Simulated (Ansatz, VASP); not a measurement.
## AlCl in VASP and in Ansatz

```
Al Cl
1.0
     3.39811    0.00000    0.00000
     0.00000    3.73412    0.00000
     0.00000    0.00000    8.65155
Al Cl
2 2
Direct
  0.00000 0.00000 0.42811
  0.50000 0.50000 0.57189
  0.00000 0.00000 0.18591
  0.50000 0.50000 0.81409
```

Alike in both runs: task relaxation of cell and atoms; functional PBE; k mesh 6 × 6 × 2; occupations gaussian, width 0.1 eV; no spin polarisation.

|  | VASP | Ansatz |
| --- | --- | --- |
| version | VASP 6.6.1 | Ansatz 0.2.0 |
| potentials or method | VASP PAW PBE potentials, release 64 (Al, Cl) | scalar-relativistic, plane waves, PAW |
| plane-wave cutoff (eV) | 600 | 420 |
| valence electrons in the cell | 20 | 20 |

Ansatz gave:

```
gap on the k mesh at the Fermi level, each at its own relaxed structure (eV) : none
relaxed volume (Å³/atom)                                                     : 27.59
relaxed cell length with the largest relative difference (Å)                 : 8.764
energy change over the relaxation (meV/atom)                                 : -2
```

Estimate VASP's values.

gap on the k mesh at the Fermi level, each at its own relaxed structure (eV): none; relaxed volume (Å³/atom): 27.30; relaxed cell length with the largest relative difference (Å): 8.656; energy change over the relaxation (meV/atom): -2.

A gap of «none» marks a metal or a gap that the smearing closes.

Caveats: the k mesh is coarse (spacing up to 0.36 Å⁻¹), so the values aren't converged; this functional lacks dispersion, which binds the layers, so the pressure and a relaxed spacing across them are unreliable.
